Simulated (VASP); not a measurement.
Method: PBE GGA, VASP's PBE PAW potentials (set 64) (plane waves; VASP).

VASP ran on this input.

**KPOINTS**
```
Automatic mesh
0
Gamma
9 9 1
0 0 0
```

POSCAR:
```
TiTe2
1
    3.8996350000     0.0000000000     0.0000000000
   -1.9498180000     3.3771830000     0.0000000000
    0.0000000000     0.0000000000    17.1706300000
Ti Te
1 2
Direct
  0.0132620000   0.0051300000   0.5020430000
  0.3219440000   0.6725410000   0.5944120000
  0.6647950000   0.3223290000   0.4035450000
```

**INCAR**
```
SYSTEM = TiTe2
PREC = Accurate
ENCUT = 300
EDIFF = 1E-6
NELM = 100
ALGO = Normal
LREAL = .FALSE.
LASPH = .TRUE.
ISMEAR = -1
SIGMA = 0.1
GGA = PE
LMAXMIX = 4
LWAVE = .FALSE.
LCHARG = .FALSE.
ISIF = 2
```

POTCAR, in this order: Ti_sv Te (PBE.64 set). Program: vasp_std.

The cell holds a wide vacuum, so values per volume refer to the whole cell. Unless said otherwise, spin-orbit coupling is left out, though it shifts the bands of the heavy elements here.

Task: Estimate the energy per atom (σ→0), largest force, band gap (on the k-mesh).

Result: 
The energy per atom (σ→0) is -5.360 eV/atom and the band gap (on the k-mesh) is none (metal, semimetal or under 0.01 eV). The largest force is 0.698 eV/Å.

File OSZICAR:
```
...
DAV:  17    -0.161002025757E+02   -0.97610E-05   -0.52529E-05  1616   0.473E-02    0.271E-02
DAV:  18    -0.161002625830E+02   -0.60007E-04   -0.43473E-06  1464   0.107E-02    0.103E-02
DAV:  19    -0.161002987748E+02   -0.36192E-04   -0.22878E-05  1656   0.306E-02    0.749E-03
DAV:  20    -0.161003297811E+02   -0.31006E-04   -0.14904E-06  1080   0.785E-03    0.655E-03
DAV:  21    -0.161003361391E+02   -0.63580E-05   -0.22347E-07   960   0.242E-03    0.426E-03
DAV:  22    -0.161003407423E+02   -0.46032E-05   -0.59449E-07  1040   0.382E-03    0.872E-04
DAV:  23    -0.161003411542E+02   -0.41193E-06   -0.51743E-08   688   0.131E-03
   1 F= -.16100341E+02 E0= -.16081130E+02  d E =-.384215E-01
```

The cell is a sheet with vacuum, built from a generated structure.
